**GaSb equilibrium volume across density functionals: dispersion pressure and the band edge at Γ**

The table holds the relaxed volume per atom of zinc-blende GaSb from VASP PAW calculations with twelve methods from LDA to hybrids, for a static lattice without spin-orbit coupling. The program counts how far simple ordering rules assign five unlabelled volumes (120 possible assignments fall to 3); its letters A to E follow its own shuffle and are resolved in its last table. It treats the pair dispersion energy as a pressure on a Murnaghan curve, fixes the one constant from PBE and PBE-D4 (a pair that also differs in the Ga potential), and estimates the RPBE-D3(BJ) volume from RPBE-D3, with the collapsed cell's own energy and volume as input to the pressure, to within 0.5 to 1.4% of the table value, against 5.0% too small without stiffening. A line of the single-minus-threefold level splitting at Γ against ln V, fitted to six LDA and GGA rows, has slope −6.6 eV and rms scatter 0.06 eV. r2SCAN and the two hybrids lie 0.5 to 1.6 eV above that line, while RPBE-D3(BJ), outside the fitted range, misses it by 0.29 eV.

VASP, periodic Kohn-Sham DFT with PAW potentials, for zinc-blende GaSb (2-atom cell), without spin polarisation or spin-orbit coupling. Cell and atoms are relaxed with each method, and volumes are for the static lattice. Basis gives the plane-wave cutoff; the Ga 3d electrons are in the valence except in the PBE run.

## The fit in Python

```python
# Table: equilibrium volume (A^3/atom) of zinc-blende GaSb, VASP PAW, LDA to hybrids, no spin-orbit.
# Tested: assignment of five unlabelled volumes; (1) pair dispersion as a pressure on a Murnaghan
# curve; (2) Gamma single level minus triplet, linear in ln V for LDA/GGA, as a second clue.
T = {
    'run_method': ['LDA', 'BLYP', 'PBE', 'PBE-D4', 'RPBE-D3', 'RPBE-D3(BJ)', 'optB86b-vdW', 'rev-vdW-DF2', 'vdW-DF', 'r2SCAN', 'HSEsol', 'PBEsol0'],
    'run_rung': ['LDA', 'GGA', 'GGA', 'GGA', 'GGA', 'GGA', 'GGA', 'GGA', 'GGA', 'meta-GGA', 'hybrid', 'hybrid'],
    'run_potentials': ['VASP PAW LDA potentials, recommended', 'VASP PAW PBE potentials, recommended', 'VASP PAW PBE potentials, minimal', 'VASP PAW PBE potentials, recommended', 'VASP PAW PBE potentials, recommended', 'VASP PAW PBE potentials, recommended', 'VASP PAW PBE potentials, recommended', 'VASP PAW PBE potentials, recommended', 'VASP PAW PBE potentials, recommended', 'VASP PAW PBE potentials, recommended', 'VASP PAW PBE potentials, recommended', 'VASP PAW PBE potentials, recommended'],
    'run_basis': ['600 eV', '600 eV', '580 eV', '600 eV', '600 eV', '600 eV', '600 eV', '600 eV', '600 eV', '600 eV', '600 eV', '600 eV'],
    'run_k_mesh': ['8x8x8 2-atom cell', '8x8x8 2-atom cell', '8x8x8 2-atom cell', '8x8x8 2-atom cell', '8x8x8 2-atom cell', '8x8x8 2-atom cell', '8x8x8 2-atom cell', '8x8x8 2-atom cell', '8x8x8 2-atom cell', '8x8x8 2-atom cell', '4x4x4 2-atom cell', '4x4x4 2-atom cell'],
    'run_smearing': ['Fermi-Dirac 0.05eV', 'Fermi-Dirac 0.05eV', 'Fermi-Dirac 0.05eV', 'Fermi-Dirac 0.05eV', 'Fermi-Dirac 0.05eV', 'Fermi-Dirac 0.05eV', 'Fermi-Dirac 0.05eV', 'Fermi-Dirac 0.05eV', 'Fermi-Dirac 0.05eV', 'gaussian 0.05eV', 'Fermi-Dirac 0.05eV', 'Fermi-Dirac 0.05eV'],
    'result_equilibrium_volume': [27.76, 32.18, 30.13, 28.58, 29.6, 25.68, 29.27, 29.43, 31.62, 28.84, 27.9, 27.75],  # angstrom^3/atom
}
import numpy as np
from itertools import permutations
from scipy.constants import e
m = list(T['run_method'])
V = dict(zip(m, map(float, T['result_equilibrium_volume'])))
rung = dict(zip(m, T['run_rung']))
# further outputs of the same runs, table order: Gamma single level, triplet (eV), residual pressure (GPa)
s = [0.094, -0.935, -0.314, -0.024, -0.147, 0.940, -0.247, -0.317, -0.755, 0.392, 1.047, 1.761]
p = [0, -0.026, -0.041, -0.070, -0.044, 0, -0.039, -0.037, -0.037, 0, 0, 0]
Pres = [-0.0079, -0.0520, 0.0031, -0.0434, 0.0005, 0.0508, -0.0104, -0.0025, -0.0359, 0.0106, -0.0493, -0.0062]
Ed = {'PBE-D4': 0.42351, 'RPBE-D3': 0.33357, 'RPBE-D3(BJ)': 1.684055}  # |E_disp| eV/atom, same runs
B0 = 50.0  # GPa, rough recalled bulk modulus
G = {k: a - b for k, a, b in zip(m, s, p)}
hid = [m[i] for i in (4, 10, 5, 9, 3)]
print("Shuffled volumes (A^3/atom): " + ", ".join(f"{c}={V[k]:.2f}" for c, k in zip("ABCDE", hid)))
for c, k in zip("ABCDE", hid):
    print(f" {c}: vs LDA {100*(V[k]/V['LDA']-1):+.1f}%, vs PBE {100*(V[k]/V['PBE']-1):+.1f}%, minus PBEsol0 {V[k]-V['PBEsol0']:+.2f} A^3")
g = [V[k] for k in m if rung[k] == 'GGA']
g2 = [V[k] for k in m if rung[k] == 'GGA' and k != 'RPBE-D3(BJ)']
ng = [V[k] for k in m if rung[k] != 'GGA']
print(f"Spread (A^3): GGA {np.ptp(g):.2f}, GGA without D3(BJ) {np.ptp(g2):.2f}, other rungs together {np.ptp(ng):.2f}")
dv = max(abs(P) * V[k] / B0 for k, P in zip(m, Pres))
print(f"Rounding 0.005 A^3; largest shift from residual pressure (B0 ~ {B0:.0f} GPa) {dv:.3f} A^3")
print(f"LDA-PBEsol0 {V['LDA']-V['PBEsol0']:.2f}; E-to-D gap {V['r2SCAN']-V['PBE-D4']:.2f} A^3 ({100*(V['r2SCAN']/V['PBE-D4']-1):.1f}%); A-D {V['RPBE-D3']-V['r2SCAN']:.2f}")
vals = [V[k] for k in hid]
A = [dict(zip(hid, q)) for q in permutations(vals)]
A1 = [a for a in A if a['RPBE-D3(BJ)'] == min(vals)]
A2 = [a for a in A1 if a['HSEsol'] == min(vals, key=lambda v: abs(v - V['PBEsol0']))]
A3 = [a for a in A2 if a['RPBE-D3'] > a['PBE-D4']]
print(f"Assignments left: all {len(A)}; D3(BJ) smallest {len(A1)}; HSEsol nearest PBEsol0 {len(A2)}; RPBE-D3 > PBE-D4 {len(A3)}")
print("Model 1: dispersion pressure n|E|/V on a Murnaghan curve, k = n/B0 from PBE -> PBE-D4")
x = {k: Ed[k] / V[k] * e * 1e21 for k in Ed}
print(" |E|/V (GPa): " + ", ".join(f"{k} {v:.2f}" for k, v in x.items()))
rE = Ed['RPBE-D3(BJ)'] / Ed['RPBE-D3']; rV = V['RPBE-D3'] / V['RPBE-D3(BJ)']
print(f" D3 -> D3(BJ): volume {V['RPBE-D3(BJ)']-V['RPBE-D3']:+.2f} A^3 ({100*(1/rV-1):+.1f}%), energy ratio {rE:.2f}, V^-2 alone gives {rV**2:.2f}")
print(f" PBE -> PBE-D4 (includes Ga 3d potential change): {V['PBE-D4']-V['PBE']:+.2f} A^3")
for Bp in (4, 5):
    k1 = ((V['PBE'] / V['PBE-D4'])**Bp - 1) / Bp / x['PBE-D4']
    pr = V['RPBE-D3'] * ((1 + Bp*k1*x['RPBE-D3']) / (1 + Bp*k1*x['RPBE-D3(BJ)']))**(1 / Bp)
    print(f" B'={Bp}: k={k1:.4f}/GPa (n ~ {k1*B0:.1f}); D3(BJ) predicted {pr:.2f}, table {V['RPBE-D3(BJ)']:.2f}, error {100*(pr/V['RPBE-D3(BJ)']-1):+.1f}%")
k0 = np.log(V['PBE'] / V['PBE-D4']) / x['PBE-D4']
pr0 = V['RPBE-D3'] * np.exp(-k0 * (x['RPBE-D3(BJ)'] - x['RPBE-D3']))
print(f" no stiffening: predicted {pr0:.2f}, error {100*(pr0/V['RPBE-D3(BJ)']-1):+.1f}%")
fit = [k for k in m if k not in hid and rung[k] in ('LDA', 'GGA')]
sl, ic = np.polyfit(np.log([V[k] for k in fit]), [G[k] for k in fit], 1)
res = {k: G[k] - (sl * np.log(V[k]) + ic) for k in m}
rms = np.sqrt(np.mean([res[k]**2 for k in fit]))
w = max(fit, key=lambda k: abs(res[k]))
print(f"Model 2: Gamma single - triplet vs ln V, {len(fit)} labelled LDA/GGA rows (*)")
print(f" slope {sl:.2f} eV, zero at {np.exp(-ic/sl):.1f} A^3, rms {rms:.2f} eV, worst {w} {res[w]:+.2f} eV")
slR = (G['RPBE-D3(BJ)'] - G['RPBE-D3']) / np.log(1 / rV)
print(f" slope from the two RPBE rows alone {slR:.2f} eV")
print("method          V(A^3)   a(A)  bond(A)  split(eV)  offset(eV)")
let = dict(zip(hid, "ABCDE"))
for k in sorted(m, key=V.get):
    a = (8 * V[k])**(1 / 3)
    tag = '*' if k in fit else let.get(k, ' ')
    print(f"{tag} {k:13s} {V[k]:6.2f}  {a:.3f}  {a*3**0.5/4:.3f}   {G[k]:+.3f}     {res[k]:+.2f}")
print(f"Offset of D minus offset of E {res['r2SCAN']-res['PBE-D4']:.2f} eV, minus offset of A {res['r2SCAN']-res['RPBE-D3']:.2f} eV")
assert V['RPBE-D3(BJ)'] < V['LDA'] < V['HSEsol'] < V['PBE-D4'] < V['r2SCAN'] < V['RPBE-D3'] < V['PBE']
assert rE > 2 * rV**2
assert -10 < sl < -5 and -10 < slR < -5
assert res['PBEsol0'] > res['HSEsol'] > res['r2SCAN'] > max(res['PBE-D4'], res['RPBE-D3']) + 2 * rms
```

Output:

```
Shuffled volumes (A^3/atom): A=29.60, B=27.90, C=25.68, D=28.84, E=28.58
 A: vs LDA +6.6%, vs PBE -1.8%, minus PBEsol0 +1.85 A^3
 B: vs LDA +0.5%, vs PBE -7.4%, minus PBEsol0 +0.15 A^3
 C: vs LDA -7.5%, vs PBE -14.8%, minus PBEsol0 -2.07 A^3
 D: vs LDA +3.9%, vs PBE -4.3%, minus PBEsol0 +1.09 A^3
 E: vs LDA +3.0%, vs PBE -5.1%, minus PBEsol0 +0.83 A^3
Spread (A^3): GGA 6.50, GGA without D3(BJ) 3.60, other rungs together 1.09
Rounding 0.005 A^3; largest shift from residual pressure (B0 ~ 50 GPa) 0.033 A^3
LDA-PBEsol0 0.01; E-to-D gap 0.26 A^3 (0.9%); A-D 0.76
Assignments left: all 120; D3(BJ) smallest 24; HSEsol nearest PBEsol0 6; RPBE-D3 > PBE-D4 3
Model 1: dispersion pressure n|E|/V on a Murnaghan curve, k = n/B0 from PBE -> PBE-D4
 |E|/V (GPa): PBE-D4 2.37, RPBE-D3 1.81, RPBE-D3(BJ) 10.51
 D3 -> D3(BJ): volume -3.92 A^3 (-13.2%), energy ratio 5.05, V^-2 alone gives 1.33
 PBE -> PBE-D4 (includes Ga 3d potential change): -1.55 A^3
 B'=4: k=0.0248/GPa (n ~ 1.2); D3(BJ) predicted 25.80, table 25.68, error +0.5%
 B'=5: k=0.0255/GPa (n ~ 1.3); D3(BJ) predicted 26.03, table 25.68, error +1.4%
 no stiffening: predicted 24.39, error -5.0%
Model 2: Gamma single - triplet vs ln V, 6 labelled LDA/GGA rows (*)
 slope -6.62 eV, zero at 28.3 A^3, rms 0.06 eV, worst PBE +0.13 eV
 slope from the two RPBE rows alone -7.34 eV
method          V(A^3)   a(A)  bond(A)  split(eV)  offset(eV)
C RPBE-D3(BJ)    25.68  5.901  2.555   +0.940     +0.29
  PBEsol0        27.75  6.055  2.622   +1.761     +1.62
* LDA            27.76  6.056  2.622   +0.094     -0.04
B HSEsol         27.90  6.066  2.627   +1.047     +0.94
E PBE-D4         28.58  6.115  2.648   +0.046     +0.10
D r2SCAN         28.84  6.133  2.656   +0.392     +0.51
* optB86b-vdW    29.27  6.164  2.669   -0.208     +0.00
* rev-vdW-DF2    29.43  6.175  2.674   -0.280     -0.03
A RPBE-D3        29.60  6.187  2.679   -0.103     +0.18
* PBE            30.13  6.223  2.695   -0.273     +0.13
* vdW-DF         31.62  6.324  2.739   -0.718     +0.01
* BLYP           32.18  6.361  2.755   -0.909     -0.07
Offset of D minus offset of E 0.41 eV, minus offset of A 0.32 eV
```
